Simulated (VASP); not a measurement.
Data:

```yaml
crystal:
  lattice:
    - [0.00000, 3.03066, 3.03066]
    - [3.03066, 0.00000, 3.03066]
    - [3.03066, 3.03066, 0.00000]
  atoms:
    - { symbol: Hg, position: [0.00000, 0.00000, 0.00000] }
    - { symbol: S, position: [0.25000, 0.25000, 0.25000] }
```

The numbers are results of revPBE GGA, VASP's PBE PAW potentials (set 64) (plane waves; VASP), not measurements. Numerical set-up: 520 eV cut-off, Gaussian smearing of 0.050 eV, potentials Hg S.

**Question.** Give the energies of bands 2 to 11 at the high-symmetry points, in eV from the Fermi level.

**Answer.** 
| band | Γ | X | U | L | W |
|---|---|---|---|---|---|
| 2 | -6.49 | -6.30 | -6.25 | -6.33 | -6.20 |
| 3 | -6.49 | -6.00 | -6.09 | -6.33 | -6.11 |
| 4 | -6.49 | -6.00 | -5.92 | -5.73 | -5.84 |
| 5 | -5.79 | -5.67 | -5.73 | -5.73 | -5.83 |
| 6 | -5.79 | -5.44 | -5.28 | -5.47 | -5.20 |
| 7 | -0.49 | -4.38 | -4.53 | -4.75 | -4.57 |
| 8 | 0.00 | -1.89 | -2.35 | -0.79 | -2.24 |
| 9 | 0.00 | -1.89 | -1.54 | -0.79 | -1.94 |
| 10 | 0.00 | 3.10 | 3.19 | 1.62 | 3.53 |
| 11 | 6.22 | 3.79 | 4.91 | 6.88 | 5.53 |

It has no gap at this level: it comes out as a metal or semimetal.

The compound is HgS in the zinc blende structure, metacinnabar; cinnabar is the stable form. It was relaxed first, which changed the volume by +11 %.
